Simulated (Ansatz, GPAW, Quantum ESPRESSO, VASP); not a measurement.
**One structure in several programs: LaPt₅ (P6/mmm, 6 atoms in the cell)**

Self-consistent single point, at a second geometry (lattice scaled by 0.98). First geometry:

```xyz
6
Lattice="5.4286 0.0000 0.0000 -2.7143 4.7013 0.0000 0.0000 0.0000 4.3933" Properties=species:S:1:pos:R:3 pbc="T T T"
La     0.0000     0.0000     0.0000
Pt     0.0000     3.1342     0.0000
Pt     2.7143     1.5671     0.0000
Pt     2.7143     0.0000     2.1967
Pt     1.3571     2.3506     2.1967
Pt    -1.3571     2.3506     2.1967
```

Shared settings, as Ansatz (a first-principles code) writes them: kpoints.mp_grid.grid = 6 6 7; scf.occupations.method = gaussian; scf.occupations.width = 0.0073 Ry. Potentials and cutoffs stand in the table.

| code | model | ΔF from the first geometry (meV/atom) | pressure (GPa) | cutoff |
|---|---|---|---|---|
| Quantum ESPRESSO | LDA (PZ), GBRV 1.5 ultrasoft (LDA) pseudopotentials | -16.5 | 3.51 | 40 Ry |
| VASP | LDA (PZ), VASP's LDA PAW potentials (set 64) | -12.8 | 4.25 | 300 eV |
| Ansatz | LDA (PW92), PAW files made with PBE | -15.9 | 4.29 | default |
| GPAW | LDA (Perdew-Wang 92), GPAW PAW datasets LDA (gpaw-data 1.0.1) | -19.7 | 3.58 | 850 eV |

For Quantum ESPRESSO (by 0.7 GPa) and VASP (by 0.6 GPa) the energy change implies a higher mean pressure, against the two pressures, than for the other programs: a sign of finite-basis (Pulay) stress.

On Ansatz's run: spin-orbit coupling is off. Spin polarisation is off.

The spread over the programs that give each value: ΔF from the first geometry within 6.9 meV/atom; pressure within 0.78 GPa.

Ansatz's pressure is given at a fixed set of plane waves, as the other plane-wave codes print theirs; with its correction for the finite basis it is 4.34 GPa. The same LDA comes in different parametrisations, which differ slightly.

VASP's run is marked for a possible Pulay error in its stress at this cutoff; no cutoff test was made.

The starting cell comes from a database of computed structures (which also holds hypothetical and non-ambient phases and stackings), without a prior relaxation at this level. For this run, on top of that: lattice scaled by 0.98.

Left out of this page: Elk and FLEUR (not drawn, or without a comparable value).

Keys are those of Ansatz 0.2.
